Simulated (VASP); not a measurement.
The system is LaSi3Rh.

```
La Si Rh
1.0
    -2.13487    2.13487    4.93463
     2.13487   -2.13487    4.93463
     2.13487    2.13487   -4.93463
La Si Rh
1 3 1
Direct
  0.99950 0.99950 0.00000
  0.41193 0.41193 0.00000
  0.26202 0.76202 0.50000
  0.76202 0.26202 0.50000
  0.65453 0.65453 0.00000
```

The cell is a database's computed one.

* Program: VASP 6.6.1
* Task: relaxation of cell and atoms
* Functional: PBEsol
* Potentials or basis: VASP PAW PBE potentials, release 64 (La, Si, Rh_pv)
* Cutoff: 600 eV
* k mesh: 12 × 12 × 12
* Occupations: gaussian, width 0.1 eV
* Spin: no spin polarisation

At the start: pressure -2.7 GPa; volume 17.99 Å³/atom.

Problem. How do energy, volume and symmetry change on relaxing?

Solution. Over 10 steps the energy falls by 5.3 meV/atom and the volume is 17.61 Å³/atom (-2.2 %); space group I4mm (No. 107, to 0.05 Å).

Step by step:
| step | energy change (eV) | largest force (eV/Å) | pressure (GPa) | volume (Å³) |
| --- | --- | --- | --- | --- |
| 1 | 0.0000 | 0.1030 | -2.69 | 89.96 |
| 2 | -0.0061 | 0.1830 | 3.26 | 86.09 |
| 3 | -0.0254 | 0.1077 | 0.58 | 87.71 |
| 4 | -0.0261 | 0.0901 | -0.02 | 88.10 |
| 5 | -0.0261 | 0.0915 | 0.04 | 88.06 |
| 6 | -0.0264 | 0.0174 | 0.04 | 88.04 |
| 7 | -0.0264 | 0.0157 | 0.04 | 88.03 |
| 8 | -0.0264 | 0.0040 | -0.05 | 88.08 |
| 9 | -0.0264 | 0.0059 | -0.05 | 88.07 |
| 10 | -0.0264 | 0.0033 | 0.02 | 88.03 |

Final structure:
```
La Si Rh
1.0
    -2.11905    2.11905    4.90080
     2.11905   -2.11905    4.90080
     2.11905    2.11905   -4.90080
La Si Rh
1 3 1
Direct
  0.99972 0.99972 0.00000
  0.41221 0.41221 0.00000
  0.26205 0.76205 0.50000
  0.76205 0.26205 0.50000
  0.65396 0.65396 0.00000
```

Caveat: the PAW data sets were made with another functional, which shifts forces and pressure a little.
